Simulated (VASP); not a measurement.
# InPd: vacancies and antisites compared, part 2 of 6

Which native defect is cheapest in InPd, and how does that change with the growth condition? The start is a computed cell from the Materials Project.

VASP 6.6.1, plane waves and PAW; the level of theory is named at each step.

So far. Step 2 (Relaxing the host crystal): The run ended after 3 ionic steps, 0.008 eV below its first step, once forces and stress met EDIFFG = -0.02.

## (3) The perfect supercell

Level of this step: PBEsol; plane waves and PAW (In, Pd) (VASP).

System of this step: InPd. The cell holds 54 atoms: 27 In and 27 Pd. Its edges and angles: a = 9.738 Å, b = 9.738 Å, c = 9.738 Å, α = 90.0°, β = 90.0°, γ = 90.0°. It derives from InPd.

The same cell, mesh and cutoff without the defect give the energy to subtract and, in a gapped host, the band edges to count from, so that most errors cancel.

Input file INCAR:

```
SYSTEM = InPd
PREC = Normal
ENCUT = 300
EDIFF = 1E-05
NELM = 120
ISMEAR = 1
SIGMA = 0.2
LREAL = Auto
ALGO = Fast
GGA = PS
NBANDS = 216
LASPH = .TRUE.
LORBIT = 11
LWAVE = .FALSE.
LCHARG = .FALSE.
KPAR = 4
NCORE = 2
```

Input file POSCAR:

```
InPd
1.0
    9.7380996528      0.0000000000      0.0000000000
    0.0000000000      9.7380996528      0.0000000000
    0.0000000000      0.0000000000      9.7380996528
In Pd
27 27
Direct
    0.0000000000      0.0000000000      0.0000000000
    0.0000000000      0.0000000000      0.3333333333
    0.0000000000      0.0000000000      0.6666666667
    0.0000000000      0.3333333333      0.0000000000
    0.0000000000      0.3333333333      0.3333333333
    0.0000000000      0.3333333333      0.6666666667
    0.0000000000      0.6666666667      0.0000000000
    0.0000000000      0.6666666667      0.3333333333
    0.0000000000      0.6666666667      0.6666666667
    0.3333333333      0.0000000000      0.0000000000
    0.3333333333      0.0000000000      0.3333333333
    0.3333333333      0.0000000000      0.6666666667
    0.3333333333      0.3333333333      0.0000000000
    0.3333333333      0.3333333333      0.3333333333
    0.3333333333      0.3333333333      0.6666666667
    0.3333333333      0.6666666667      0.0000000000
    0.3333333333      0.6666666667      0.3333333333
    0.3333333333      0.6666666667      0.6666666667
    0.6666666667      0.0000000000      0.0000000000
    0.6666666667      0.0000000000      0.3333333333
    0.6666666667      0.0000000000      0.6666666667
    0.6666666667      0.3333333333      0.0000000000
    0.6666666667      0.3333333333      0.3333333333
    0.6666666667      0.3333333333      0.6666666667
    0.6666666667      0.6666666667      0.0000000000
    0.6666666667      0.6666666667      0.3333333333
    0.6666666667      0.6666666667      0.6666666667
    0.1666666667      0.1666666667      0.1666666667
    0.1666666667      0.1666666667      0.5000000000
    0.1666666667      0.1666666667      0.8333333333
    0.1666666667      0.5000000000      0.1666666667
    0.1666666667      0.5000000000      0.5000000000
    0.1666666667      0.5000000000      0.8333333333
    0.1666666667      0.8333333333      0.1666666667
    0.1666666667      0.8333333333      0.5000000000
    0.1666666667      0.8333333333      0.8333333333
    0.5000000000      0.1666666667      0.1666666667
    0.5000000000      0.1666666667      0.5000000000
    0.5000000000      0.1666666667      0.8333333333
    0.5000000000      0.5000000000      0.1666666667
    0.5000000000      0.5000000000      0.5000000000
    0.5000000000      0.5000000000      0.8333333333
    0.5000000000      0.8333333333      0.1666666667
    0.5000000000      0.8333333333      0.5000000000
    0.5000000000      0.8333333333      0.8333333333
    0.8333333333      0.1666666667      0.1666666667
    0.8333333333      0.1666666667      0.5000000000
    0.8333333333      0.1666666667      0.8333333333
    0.8333333333      0.5000000000      0.1666666667
    0.8333333333      0.5000000000      0.5000000000
    0.8333333333      0.5000000000      0.8333333333
    0.8333333333      0.8333333333      0.1666666667
    0.8333333333      0.8333333333      0.5000000000
    0.8333333333      0.8333333333      0.8333333333
```

Input file KPOINTS:

```
Automatic mesh
0
Monkhorst-Pack
3 3 3
0 0 0
```

PAW data sets: In and Pd (PBE family, release 64).

Command:

```console
$ mpirun -np 8 vasp_std
```

What it wrote:

```text
[banner, memory and clock lines left out]
running    8 mpi-ranks, on    1 nodes
 distrk:  each k-point on    2 cores,    4 groups
 distr:  one band on    2 cores,    1 groups

 POSCAR found type information on POSCAR InPd
 POSCAR found :  2 types and      54 ions
 [... a notice as in an earlier step ...]

 LDA part: xc-table for (Slater+PW92), standard interpolation
 POSCAR, INCAR and KPOINTS ok, starting setup
 FFT: planning ... GRIDC
 FFT: planning ... GRID_SOFT
 FFT: planning ... GRID
 WAVECAR not read
 entering main loop
       N       E                     dE             d eps       ncg     rms          rms(c)
DAV:   1     0.142746685469E+04    0.14275E+04   -0.10950E+05  1728   0.924E+02
DAV:   2    -0.194818951214E+03   -0.16223E+04   -0.15352E+04  1904   0.232E+02
DAV:   3    -0.276579946396E+03   -0.81761E+02   -0.78911E+02  1944   0.485E+01
DAV:   4    -0.278710020990E+03   -0.21301E+01   -0.21036E+01  2008   0.772E+00
DAV:   5    -0.278776627367E+03   -0.66606E-01   -0.66529E-01  1976   0.126E+00    0.368E+01
RMM:   6    -0.273127423464E+03    0.56492E+01   -0.16958E+01  1730   0.914E+00    0.186E+01
RMM:   7    -0.271167831992E+03    0.19596E+01   -0.22521E+00  1752   0.272E+00    0.704E+00
RMM:   8    -0.270725132971E+03    0.44270E+00   -0.86508E-01  1811   0.172E+00    0.219E+00
RMM:   9    -0.270738597356E+03   -0.13464E-01   -0.13805E-01  1861   0.467E-01    0.232E+00
RMM:  10    -0.270729385556E+03    0.92118E-02   -0.27954E-02  1895   0.295E-01    0.409E+00
RMM:  11    -0.270733527550E+03   -0.41420E-02   -0.16559E-02  1931   0.157E-01    0.101E+00
RMM:  12    -0.270733378357E+03    0.14919E-03   -0.28662E-03  1925   0.928E-02    0.858E-01
RMM:  13    -0.270733288276E+03    0.90081E-04   -0.55741E-04  1961   0.375E-02    0.625E-01
RMM:  14    -0.270733250655E+03    0.37620E-04   -0.24320E-04  1878   0.357E-02    0.292E-01
RMM:  15    -0.270733237897E+03    0.12759E-04   -0.53844E-05  1471   0.134E-02    0.185E-01
RMM:  16    -0.270733245777E+03   -0.78800E-05   -0.30652E-05  1233   0.848E-03
   1 F= -.27073325E+03 E0= -.27075092E+03  d E =0.530215E-01
```

Elapsed: 79 s, on 8 MPI ranks of AMD EPYC 7R13 (Zen 3), shared host; peak memory 2.1 GiB.

OUTCAR, selected parts (step 3):

```text
  LATTYP: Found a simple cubic cell.
 ALAT       =     9.7380996528

The static configuration has the point symmetry O_h .

 Found      4 irreducible k-points:

   k-points           NKPTS =      4   k-points in BZ     NKDIM =      4   number of bands    NBANDS=    216

   dimension x,y,z NGX =    42 NGY =   42 NGZ =   42
   dimension x,y,z NGXF=    84 NGYF=   84 NGZF=   84

   ENCUT  =  300.0 eV  22.05 Ry    4.70 a.u.  13.75 13.75 13.75*2*pi/ulx,y,z

   NELECT =     351.0000    total number of electrons

 E-fermi :   8.8796

 k-point     1 :       0.0000    0.0000    0.0000
  band No.  band energies     occupation
    ...
    176       8.7115      1.99924
    177       8.7115      1.99924
    178       8.7115      1.99924
    179       8.7115      1.99924
    180       8.7115      1.99924
    181      10.8645     -0.00000
    182      10.8645     -0.00000
    183      10.8645     -0.00000
    184      10.8645     -0.00000
    185      10.8645     -0.00000
    ...

 k-point     2 :       0.3333    0.0000    0.0000
  band No.  band energies     occupation
    ...
    171       8.4054      2.00405
    172       8.7898      1.68132
    173       8.7898      1.68132
    174       8.7898      1.68132
    175       8.7898      1.68132
    176       9.1168     -0.07044
    177       9.1168     -0.07044
    178       9.1168     -0.07044
    179       9.1168     -0.07044
    180       9.5516     -0.00002
    ...

  Total        0.8755069      0.8755069      0.8755069     -0.0000000     -0.0000000      0.0000000
  in kB        1.5189642      1.5189642      1.5189642     -0.0000000     -0.0000000      0.0000000
  external PRESSURE =       1.5189642 kB  Pullay stress =       0.0000000 kB

  energy-cutoff  :      300.00
  volume of cell :      923.47
      direct lattice vectors                 reciprocal lattice vectors
     9.738099653  0.000000000  0.000000000     0.102689440  0.000000000  0.000000000
     0.000000000  9.738099653  0.000000000     0.000000000  0.102689440  0.000000000
     0.000000000  0.000000000  9.738099653     0.000000000  0.000000000  0.102689440

 POSITION                                       TOTAL-FORCE (eV/Angst)
 -----------------------------------------------------------------------------------
      0.00000      0.00000      0.00000         0.000000     -0.000000      0.000000
      0.00000      0.00000      3.24603         0.000000     -0.000000     -0.000000
      0.00000      0.00000      6.49207         0.000000     -0.000000      0.000000
      0.00000      3.24603      0.00000         0.000000     -0.000000     -0.000000
      0.00000      3.24603      3.24603         0.000000     -0.000000     -0.000000
      0.00000      3.24603      6.49207         0.000000     -0.000000     -0.000000
      0.00000      6.49207      0.00000         0.000000      0.000000     -0.000000
      0.00000      6.49207      3.24603         0.000000     -0.000000      0.000000
      0.00000      6.49207      6.49207         0.000000      0.000000     -0.000000
      3.24603      0.00000      0.00000         0.000000      0.000000     -0.000000
      3.24603      0.00000      3.24603         0.000000     -0.000000      0.000000
      3.24603      0.00000      6.49207         0.000000     -0.000000     -0.000000
      3.24603      3.24603      0.00000         0.000000     -0.000000     -0.000000
      3.24603      3.24603      3.24603         0.000000     -0.000000      0.000000
      3.24603      3.24603      6.49207         0.000000     -0.000000     -0.000000
      3.24603      6.49207      0.00000         0.000000     -0.000000      0.000000
      3.24603      6.49207      3.24603         0.000000     -0.000000     -0.000000
      3.24603      6.49207      6.49207         0.000000     -0.000000      0.000000
      6.49207      0.00000      0.00000         0.000000     -0.000000      0.000000
      6.49207      0.00000      3.24603        -0.000000     -0.000000     -0.000000
      6.49207      0.00000      6.49207        -0.000000     -0.000000      0.000000
      6.49207      3.24603      0.00000        -0.000000     -0.000000     -0.000000
      6.49207      3.24603      3.24603         0.000000     -0.000000     -0.000000
      6.49207      3.24603      6.49207         0.000000     -0.000000     -0.000000
      6.49207      6.49207      0.00000        -0.000000     -0.000000     -0.000000
      6.49207      6.49207      3.24603         0.000000     -0.000000      0.000000
      6.49207      6.49207      6.49207         0.000000     -0.000000     -0.000000
      1.62302      1.62302      1.62302         0.000000      0.000000     -0.000000
      1.62302      1.62302      4.86905         0.000000      0.000000     -0.000000
      1.62302      1.62302      8.11508         0.000000      0.000000      0.000000
      1.62302      4.86905      1.62302        -0.000000     -0.000000      0.000000
      1.62302      4.86905      4.86905         0.000000      0.000000      0.000000
      1.62302      4.86905      8.11508         0.000000     -0.000000     -0.000000
      1.62302      8.11508      1.62302        -0.000000      0.000000      0.000000
      1.62302      8.11508      4.86905         0.000000     -0.000000     -0.000000
      1.62302      8.11508      8.11508        -0.000000     -0.000000      0.000000
      4.86905      1.62302      1.62302         0.000000      0.000000     -0.000000
      4.86905      1.62302      4.86905         0.000000      0.000000     -0.000000
[...]
-----------------------------------------------------------------------------------
    total drift:                                0.000000      0.000000     -0.000000

  FREE ENERGIE OF THE ION-ELECTRON SYSTEM (eV)
  ---------------------------------------------------
  free  energy   TOTEN  =      -270.7332457766 eV

  energy  without entropy=     -270.7862672848  energy(sigma->0) =     -270.75091961

 total charge
# of ion       s       p       d       tot
------------------------------------------
    1        1.169   1.506   0.266   2.941
    2        1.169   1.506   0.266   2.941
    3        1.169   1.506   0.266   2.941
    4        1.169   1.506   0.266   2.941
    5        1.169   1.506   0.266   2.941
    6        1.169   1.506   0.266   2.941
    7        1.169   1.506   0.266   2.941
    8        1.169   1.506   0.266   2.941
    9        1.169   1.506   0.266   2.941
   10        1.169   1.506   0.266   2.941
   11        1.169   1.506   0.266   2.941
   12        1.169   1.506   0.266   2.941
   13        1.169   1.506   0.266   2.941
   14        1.169   1.506   0.266   2.941
   15        1.169   1.506   0.266   2.941
   16        1.169   1.506   0.266   2.941
   17        1.169   1.506   0.266   2.941
   18        1.169   1.506   0.266   2.941
   19        1.169   1.506   0.266   2.941
   20        1.169   1.506   0.266   2.941
   21        1.169   1.506   0.266   2.941
   22        1.169   1.506   0.266   2.941
   23        1.169   1.506   0.266   2.941
   24        1.169   1.506   0.266   2.941
   25        1.169   1.506   0.266   2.941
   26        1.169   1.506   0.266   2.941
   27        1.169   1.506   0.266   2.941
   28        0.429   0.430   8.640   9.498
   29        0.429   0.430   8.640   9.498
   30        0.429   0.430   8.640   9.498
   31        0.429   0.430   8.640   9.498
   32        0.429   0.430   8.640   9.498
   33        0.429   0.430   8.640   9.498
   34        0.429   0.430   8.640   9.498
   35        0.429   0.430   8.640   9.498
   36        0.429   0.430   8.640   9.498
   37        0.429   0.430   8.640   9.498
[...]
--------------------------------------------------
tot         43.136  52.276 240.458 335.870

[... 1 part as in an earlier step ...]

[... 5 further parts left out ...]
```

The k-mesh is coarse for a metal.

Numbers from this step:

| Property | Result |
| --- | --- |
| electronic cycles | 16 |
| electrons | 351 |
| free energy (TOTEN) | -270.7332 eV |
| energy at zero smearing | -270.7509 eV |
| Fermi energy | 8.880 eV |

The host is treated as a metal, as its relaxation found a gap under 0.3 eV or none, and only the neutral defect is run.

(Continued in part 3 of 6.)

[Lines on the potential files, build, host, timing and source positions are cut from VASP's logs without a mark.]

[Logs are printed without paths, hosts, clocks, repeated set-up lines and the standing remarks that a program may print on its own settings, such as how far it seeks lower states.]

[Hosts, paths, dates, database ids (printed as entryN), source tags and the programs' standing remarks are cut or masked in the printed files.]

[In band tables of VASP the shares of atoms and orbitals are scaled to a sum of 1 inside the atoms' spheres.]

[Runs that stopped without an error message from VASP are left out.]
